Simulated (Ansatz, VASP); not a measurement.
# Cross-check of C (Diamond) between VASP and Ansatz, part 2 of 2

One calculation is typed for both programs; each brings its own data sets. How far apart do they land? The cell is taken from a series of runs on this material, whose earlier steps may have relaxed, scaled, displaced or heated it; both programs get it as it stands.

VASP 6.6.1 and Ansatz 0.2.0.

So far: The structure; VASP: relaxation of cell and atoms, LDA; Ansatz: relaxation of cell and atoms, LDA; Comparison.

## (5) Ansatz: zone-centre phonons, LDA

Level of this step: Ansatz beside VASP: Kohn-Sham DFT, plane waves, LDA (Ansatz).

Second derivatives magnify differences that forces hide, and they need a tight electronic threshold.

The cell is taken from a series of runs on this material, whose earlier steps may have relaxed, scaled, displaced or heated it; both programs get it as it stands.

input.yaml reads:

```yaml
crystal:
  lattice:
    - [-1.7658712177, 0.0, 1.7658712177]
    - [0.0, 1.7658712177, 1.7658712177]
    - [-1.7658712177, 1.7658712177, 0.0]
  atoms:
    - { symbol: C, position: [0.5, 0.5, 0.5] }
    - { symbol: C, position: [0.25, 0.25, 0.25] }
kpoints:
  mp_grid: { grid: [12, 12, 12] }
hamiltonian:
  xc: lda
scf:
  occupations: { method: fixed }
output:
  eigenvalues: true
phonons:
  method: dfpt
  qmesh: [2, 2, 2]
  temperatures: { t_max: 1000, t_step: 50 }
  qpath:
    path:
      - [[0.0, 0.0, 0.0], [0.0, 0.5, 0.5], [0.0, 0.625, 0.375]]
      - [[-0.375, 0.375, 0.0], [0.0, 0.0, 0.0], [0.0, 0.5, 0.0], [-0.25, 0.5, 0.25], [0.0, 0.5, 0.5]]
    npoints: 12
  dielectric: false
```

Command:

```bash
> ansatz run input.yaml --threads 4 --pin off --max-ram 9216MiB --backend cpu --events-out ev --progress --plain --runs-dir out
```

Numbers of over 12 decimals in the logs are rounded to 6 here.

Log:

```text
[...]
Crystal: 2 atoms, lattice volume = 11.013 Å³
Basis set: ecut = 420 eV, 181 PW (Γ), exchange–correlation on 40×40×40 points (8 copies of the dense FFT grid, shifted against one another)
Bands: 8, of which v1, the nominal top of the filled ones, is band 4 counted from 1 (3 counted from 0)
Symmetry: 48 space group operations
k-points: 72 of 1728
[...]
largest difference from the sums on the solved wave vectors: F 1.92e-2 eV, S 5.15e-5 and C_V 3.21e-5 eV/K
  zero-point energy: 0.366356 eV/cell   skipped modes (ω ≤ 0): 3   left out of the sums: 1.85e-5 of the cell's modes: C_V's classical limit lies that fraction below 3 k_B per atom; for a crystal, a wire or a layer, F and S can be off by more, and a phonons.interpolated_qmesh denser along its periods is the remedy for the sampling
[key lines of the parts left out:]
SCF converged after 7 iterations
Free energy (F): -485.985221 eV
Fermi energy:    13.602861 eV
```

## (6) VASP: zone-centre phonons, LDA

The same cell, functional (in two slightly different forms) and mesh now go to VASP, with its own data sets.

INCAR reads:

```
SYSTEM = C
PREC = Accurate
ENCUT = 600
EDIFF = 1E-08
NELM = 120
ISMEAR = 0
SIGMA = 0.01
LREAL = .FALSE.
ALGO = Normal
GGA = CA
NBANDS = 10
LORBIT = 11
LWAVE = .FALSE.
LCHARG = .FALSE.
ISIF = 2
IBRION = 8
LASPH = .TRUE.
GGA_COMPAT = .FALSE.
EFERMI = MIDGAP
```

POSCAR reads:

```
C
1.0
   -1.7658712177      0.0000000000      1.7658712177
    0.0000000000      1.7658712177      1.7658712177
   -1.7658712177      1.7658712177      0.0000000000
C
2
Direct
    0.5000000000      0.5000000000      0.5000000000
    0.2500000000      0.2500000000      0.2500000000
```

KPOINTS reads:

```
Automatic mesh
0
Gamma
12 12 12
0 0 0
```

PAW data sets: C (LDA family, release 64).

Command:

```bash
> mpirun -np 1 vasp_std
```

Log:

```text
[... set-up lines as in an earlier step ...]
 entering main loop
       N       E                     dE             d eps       ncg     rms          rms(c)
DAV:   1    -0.100792778093E+01   -0.10079E+01   -0.51917E+03  1512   0.857E+02
DAV:   2    -0.207974987332E+02   -0.19790E+02   -0.19262E+02  1968   0.137E+02
DAV:   3    -0.211182483675E+02   -0.32075E+00   -0.32003E+00  1688   0.139E+01
DAV:   4    -0.211189174093E+02   -0.66904E-03   -0.66901E-03  1580   0.761E-01
[...]
DAV:  11    -0.202520723201E+02    0.66981E-07   -0.59246E-08  1654   0.202E-03    0.737E-04
DAV:  12    -0.202520723088E+02    0.11315E-07   -0.13467E-09   862   0.368E-04    0.148E-04
DAV:  13    -0.202520723065E+02    0.22264E-08   -0.83223E-11   760   0.972E-05
   1 F= -.20252072E+02 E0= -.20252072E+02  d E =0.000000E+00
 Linear response reoptimize wavefunctions to high precision
DAV:   1    -0.202520723061E+02    0.47316E-09   -0.38860E-12   856   0.194E-05
DAV:   2    -0.202520723061E+02    0.89244E-11   -0.35875E-13   746   0.489E-06
 Linear response DOF=           1
 Linear response progress:
  Degree of freedom:   1/  1
       N       E                     dE             d eps       ncg     rms          rms(c)
RMM:   1    -0.120172181460E+00   -0.12017E+00   -0.21697E-02 13345   0.207E+00
RMM:   2    -0.110386907699E+00    0.97853E-02   -0.18263E-04  8537   0.397E-01    0.190E-01
RMM:   3    -0.110745469991E+00   -0.35856E-03   -0.50188E-05  8426   0.113E-01    0.103E-01
RMM:   4    -0.111550733683E+00   -0.80526E-03   -0.13014E-04  8352   0.117E-01    0.133E-02
[...]
RMM:   9    -0.111516649376E+00    0.12140E-06   -0.36193E-07  9692   0.464E-05    0.140E-06
RMM:  10    -0.111516646797E+00    0.25785E-08   -0.31823E-07  7605   0.346E-05    0.426E-07
RMM:  11    -0.111516642923E+00    0.38738E-08   -0.23461E-07  5882   0.341E-05    0.417E-08
 first order change of Fermi-energy  -0.52336E+01
 force on displaced ion       1 direction 1 : -38.868   0.000   0.000
 Linear response finished
```

From OUTCAR (step 6):

```text
  Total        0.0571844      0.0571844      0.0571844     -0.0000000      0.0000000     -0.0000000
  in kB        8.3191863      8.3191863      8.3191863     -0.0000000      0.0000000     -0.0000000
  external PRESSURE =       8.3191863 kB  Pullay stress =       0.0000000 kB

 POSITION                                       TOTAL-FORCE (eV/Angst)
 -----------------------------------------------------------------------------------
     -1.76587      1.76587      1.76587        -0.000000      0.000000      0.000000
     -0.88294      0.88294      0.88294         0.000000     -0.000000     -0.000000
 -----------------------------------------------------------------------------------
    total drift:                               -0.000000      0.000000      0.000000

[... 2 further parts left out ...]
```

## (7) Comparison

What differs besides the data sets and the points named for the pairs above, as far as they apply: fixed occupations in Ansatz, narrow Gaussian smearing in VASP; VASP's run holds the zone centre alone. Total energies have different zeros and are not compared.

The two programs side by side:

```
                  quantity  Ansatz    VASP  difference
optical mode 1 to 3 (cm⁻¹)  1323.4  1326.6     -0.24 %
```

Modes are paired by rising frequency, not by their patterns, so a pair may set unlike modes beside each other; they are those without the splitting of longitudinal modes.

## (8) What came out

| Item | Value |
| --- | --- |
| difference in volume (relaxation of cell and atoms, LDA) | -0.18 % |
| r.m.s. difference of the optical zone-centre modes, each program's sorted by frequency (zone-centre phonons, LDA) | 3.2 cm⁻¹ |

**Reading.** The difference in volume is -0.18 % (relaxation of cell and atoms, LDA), within the 1.2 % picked in this series as the mark of a large difference, as far as the stopping tolerances let one tell. 1 further run of this series is not shown here. Such differences can come from data sets, numerical settings and the points named under the comparisons, not from the functional's error against experiment.

[Lines on the potential files, build, host, timing and source positions are cut from VASP's logs without a mark.]

[Logs are printed without paths, hosts, clocks, repeated set-up lines and the standing remarks that a program may print on its own settings, such as how far it seeks lower states.]

[Hosts, paths, dates, database ids (printed as entryN), source tags and the programs' standing remarks are cut or masked in the printed files.]
